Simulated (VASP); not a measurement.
Calculation: PBE GGA with spin-orbit coupling, VASP's PBE PAW potentials (set 64) (plane waves; VASP).

The input files of a VASP run:

### INCAR
```
! general
SYSTEM      =  Se
PREC        =  Accurate
ENCUT       =  400
LREAL       =  .FALSE.
LASPH       =  .TRUE.

! electronic loop
EDIFF       =  1E-6
NELM        =  100
ALGO        =  Normal
LMAXMIX     =  4

! smearing
ISMEAR      =  0
SIGMA       =  0.05

! functional
GGA         =  PE
GGA_COMPAT  =  .FALSE.

! spin
MAGMOM      =  0 0 0 0 0 0 0 0 0
LSORBIT     =  .TRUE.

! ions
ISIF        =  2

! output
LWAVE       =  .FALSE.
LCHARG      =  .FALSE.
```

File POSCAR:
```
Se
4.950
  0.4414141414  -0.7645517172   0.0000000000
  0.4414141414   0.7645517172   0.0000000000
  0.0000000000   0.0000000000   1.0000000000
Se
3
direct
  0.0000000000   0.2250000000   0.6666670000
  0.7750000000   0.7750000000   0.0000000000
  0.2250000000   0.0000000000   0.3333330000
```

File KPOINTS:
```
Automatic mesh
0
Gamma
 5 5 4
0 0 0
```

POTCAR, in this order: Se (PBE.64 set). Program: vasp_ncl.

The run wrote:

**OSZICAR**
```
       N       E                     dE             d eps       ncg     rms          rms(c)
DAV:   1     0.859108474905E+02    0.85911E+02   -0.63224E+03  1196   0.942E+02
DAV:   2    -0.366150765407E+01   -0.89572E+02   -0.86867E+02  1586   0.178E+02
DAV:   3    -0.105348452778E+02   -0.68733E+01   -0.68176E+01  1494   0.541E+01
DAV:   4    -0.106109120381E+02   -0.76067E-01   -0.75939E-01  1342   0.666E+00
DAV:   5    -0.106117087165E+02   -0.79668E-03   -0.79625E-03  1436   0.663E-01    0.708E+00
DAV:   6    -0.105526808530E+02    0.59028E-01   -0.38740E-02  1272   0.144E+00    0.439E+00
DAV:   7    -0.105328251514E+02    0.19856E-01   -0.72472E-02  1274   0.194E+00    0.875E-01
DAV:   8    -0.105330191688E+02   -0.19402E-03   -0.51083E-03  1286   0.498E-01    0.189E-01
DAV:   9    -0.105326712132E+02    0.34796E-03   -0.14428E-03  1262   0.262E-01    0.777E-02
DAV:  10    -0.105328075142E+02   -0.13630E-03   -0.32899E-04  1338   0.121E-01    0.238E-02
DAV:  11    -0.105328184671E+02   -0.10953E-04   -0.88459E-06  1354   0.218E-02    0.102E-02
DAV:  12    -0.105328233741E+02   -0.49070E-05   -0.43573E-06  1238   0.154E-02    0.424E-03
DAV:  13    -0.105328242901E+02   -0.91602E-06   -0.80180E-07   814   0.657E-03
   1 F= -.10532824E+02 E0= -.10532824E+02  d E =-.169169E-14  mag=     0.0000     0.0000    -0.0000
```

OUTCAR:
```
------------------------ aborting loop because EDIFF is reached ----------------------------------------
  FORCE on cell =-STRESS in cart. coord.  units (eV):
  Direction    XX          YY          ZZ          XY          YZ          ZX
  --------------------------------------------------------------------------------------
  Total        1.2238259      1.2238258      2.2220930      0.0000000     -0.0000000      0.0000000
  in kB       23.9514331     23.9514329     43.4884678      0.0000000     -0.0000000      0.0000000
  external PRESSURE =      30.4637779 kB  Pullay stress =       0.0000000 kB
  volume of cell :       81.87
      direct lattice vectors                 reciprocal lattice vectors
     2.185000000 -3.784531000  0.000000000     0.228832952 -0.132116767  0.000000000
     2.185000000  3.784531000  0.000000000     0.228832952  0.132116767  0.000000000
     0.000000000  0.000000000  4.950000000     0.000000000  0.000000000  0.202020202
 POSITION                                       TOTAL-FORCE (eV/Angst)
 -----------------------------------------------------------------------------------
      0.49163      0.85152      3.30000         0.236629      0.409854      0.000000
      3.38675      0.00000      0.00000        -0.473258     -0.000000     -0.000000
      0.49163     -0.85152      1.65000         0.236629     -0.409854     -0.000000
 -----------------------------------------------------------------------------------
    total drift:                               -0.000212      0.000000     -0.000000
  FREE ENERGIE OF THE ION-ELECTRON SYSTEM (eV)
  ---------------------------------------------------
  free  energy   TOTEN  =       -10.5328242901 eV

  energy  without entropy=      -10.5328242901  energy(sigma->0) =      -10.53282429

 Ion:    1  E_soc:     -0.0448256

 Ion:    2  E_soc:     -0.0448256

 Ion:    3  E_soc:     -0.0448256
```
(Selected blocks of OUTCAR.)

The compound is Se in the trig structure. The cell was not relaxed at this level.
